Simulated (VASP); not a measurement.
The input files of a VASP run:

INCAR:
```
SYSTEM = NiSb
PREC = Accurate
ENCUT = 520
EDIFF = 1E-7
NELM = 100
ALGO = Normal
LREAL = .FALSE.
LASPH = .TRUE.
ISMEAR = -5
GGA = PE
IVDW = 12
LMAXMIX = 4
LWAVE = .FALSE.
LCHARG = .TRUE.
LORBIT = 11
NEDOS = 601
ISIF = 2
LEFG = .TRUE.
```

POSCAR:
```
NiSb
1
    1.9583077310    -3.3918886484     0.0000000000
    1.9583077310     3.3918886484    -0.0000000000
    0.0000000000    -0.0000000000     5.1051659181
Ni Sb
2 2
Direct
  0.0000000000   0.0000000000   0.5000000000
  0.0000000000   0.0000000000   0.0000000000
  0.3333330000   0.6666670000   0.2500000000
  0.6666670000   0.3333330000   0.7500000000
```

### KPOINTS
```
Automatic mesh
0
Gamma
10 10 7
0 0 0
```

POTCAR, in this order: Ni Sb (PBE.64 set). Program: vasp_std.

Q: Translate this PBE-D3(BJ) calculation to Ansatz.

A: One equivalent input (not run):
Ansatz 0.2 input:
```yaml
crystal:
  lattice:
    - [1.9583077, -3.3918886, 0.0000000]
    - [1.9583077, 3.3918886, 0.0000000]
    - [0.0000000, 0.0000000, 5.1051659]
  atoms:
    - { symbol: Ni, position: [0.0000000, 0.0000000, 0.5000000] }
    - { symbol: Ni, position: [0.0000000, 0.0000000, 0.0000000] }
    - { symbol: Sb, position: [0.3333330, 0.6666670, 0.2500000] }
    - { symbol: Sb, position: [0.6666670, 0.3333330, 0.7500000] }
kpoints:
  mp_grid: { grid: [10, 10, 7] }
hamiltonian:
  xc: pbe
  dispersion: d3bj
  pseudopotentials: { kind: paw }
scf:
  occupations: { method: tetrahedron }
  max_iter: 100
output: { forces: true, stress: true, eigenvalues: true }
```
Limits of the translation: each code has its own PAW files, so the cut-off isn't converted (ENCUT is set for VASP's; basis.ecutwfc is left out, and Ansatz then takes the one that its files recommend); Ansatz stops its SCF on the density residual and VASP on the energy change (EDIFF); the field gradients of LEFG aren't asked of the other code.

The compound is NiSb in the NiAs type structure. It was relaxed first.
